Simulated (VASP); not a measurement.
VASP runs on MoSe (atoms displaced from the space group 63 structure) share one base input (PBE GGA, plane waves, VASP's PBE PAW potentials (set 64)) and change the settings named in each case.

KPOINTS:
```
Automatic mesh
0
Gamma
3 3 3
0 0 0
```

### INCAR
```
GGA  =  PE   ! PBE
EDIFF  =  1E-6   ! SCF stop (eV)
ALGO  =  Normal
LASPH  =  T   ! aspherical one-centre terms
ISMEAR  =  0   ! Gaussian
LCHARG  =  F
SYSTEM  =  MoSe
LMAXMIX  =  4
ENCUT  =  300   ! plane-wave cut-off (eV)
ISIF  =  2   ! forces and stress, cell fixed
LWAVE  =  F
PREC  =  Accurate
SIGMA  =  0.272   ! width (eV)
NELM  =  100
LREAL  =  F   ! projection in real space or not
```

**POSCAR**
```
MoSe
1
    2.1045690000    -5.5613990000     0.0000000000
    2.1045690000     5.5613990000     0.0000000000
    0.0000000000     0.0000000000     4.1475180000
Se Mo
2 2
Direct
  0.5746500000   0.4494320000   0.2595760000
  0.4221770000   0.5612710000   0.7787290000
  0.8706330000   0.1461790000   0.2267700000
  0.1325400000   0.8431180000   0.7349250000
```

POTCAR, in this order: Se Mo_sv (PBE.64 set). Program: vasp_std.

```csv
change,E(σ→0) (eV/atom),pressure (GPa),largest force (eV/Å),−TS (eV)
base run,-5.3212,-15.65,4.044,-0.4035
GGA = PS,-5.7983,…,…,…
"GGA_COMPAT = .FALSE., LNONCOLLINEAR = .TRUE., LSORBIT = .TRUE., MAGMOM = 0.0 0.0 0.0 0.0 0.0 0.0 0.0 0.0 0.0 0.0 0.0 0.0, program vasp_ncl",-5.3900,-15.47,4.043,-0.3993
KPOINTS 1×1×1 Γ-centred mesh,-4.5722,-9.45,3.700,-0.5287
"LDAU = .TRUE., LDAUJ = 0 0, LDAUL = -1 2, LDAUTYPE = 2, LDAUU = 0 8.0",-0.6614,-14.00,4.059,-0.4053
```

Task: Some entries are withheld; supply them.

Result: 
- GGA = PS, pressure (GPa): -19.01
- GGA = PS, largest force (eV/Å): 3.920
- GGA = PS, −TS (eV): -0.4008

Energies of different potentials or functionals have different zeros.  At 300 eV the pressure can carry a Pulay error.

Left out are runs that ran out of time, are held back, or changed the cell or the kind of run, fixed moments of cells without a moment, rows past the twelfth, gaps on odd meshes, pressures of charged cells and columns that move by less than the noise.

The structure was generated: MoSe was put into an ordered model structure, which need not be its known phase. The cell was not relaxed at this level, its atoms were moved at random. VASP warned that the highest band is occupied, so more bands are needed.
